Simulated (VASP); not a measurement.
Input:

```
TiO2
1.0
   -1.90986     1.90986     4.89705
    1.90986    -1.90986     4.89705
    1.90986     1.90986    -4.89705
Ti O
2 4
Direct
  0.75000   0.25000   0.50000
  0.00000   0.00000   0.00000
  0.54419   0.04419   0.50000
  0.79419   0.79419   0.00000
  0.20581   0.20581   0.00000
  0.95581   0.45581   0.50000
```

These are revPBE GGA, VASP's PBE PAW potentials (set 64) (plane waves; VASP) values and carry that method's errors. Numerical set-up: 520 eV cut-off, Gaussian smearing of 0.050 eV, potentials Ti_sv O.

**Question.** Give the energies of bands 14 to 27 at the high-symmetry points, in eV from the valence-band maximum.

**Answer.** 
```csv
band,Γ,X,P,N,M,S,R
14,-3.73,-4.21,-4.09,-4.05,-3.66,-3.62,-4.39
15,-3.73,-4.02,-4.08,-3.63,-3.56,-3.60,-3.69
16,-3.29,-4.02,-4.08,-3.54,-3.56,-3.59,-3.69
17,-1.92,-3.54,-3.55,-3.19,-1.90,-2.80,-3.41
18,-1.92,-3.54,-3.55,-1.99,-1.90,-2.78,-3.41
19,-1.92,-2.50,-2.78,-1.94,-1.30,-2.05,-2.62
20,-0.80,-2.50,-2.78,-1.84,-1.30,-1.72,-2.62
21,-0.80,-1.90,-1.50,-1.81,-1.21,-1.14,-1.74
22,-0.78,-1.90,-1.50,-0.85,-1.21,-0.86,-1.74
23,-0.39,-0.05,-0.24,-0.82,-0.09,-0.82,-0.09
24,-0.39,-0.05,-0.24,-0.63,-0.09,-0.78,-0.09
25,2.11,3.14,3.35,3.14,2.41,3.15,3.12
26,2.73,3.14,3.35,3.39,2.41,3.36,3.12
27,3.92,3.59,3.40,3.44,3.63,3.38,3.54
```

The gap is indirect, 2.11 eV, from the valence maximum at Γ-X at 0.89 to the conduction minimum at Γ.

The compound is TiO2 in the anatase structure, one of several forms; rutile is the usual stable one. It was relaxed first.
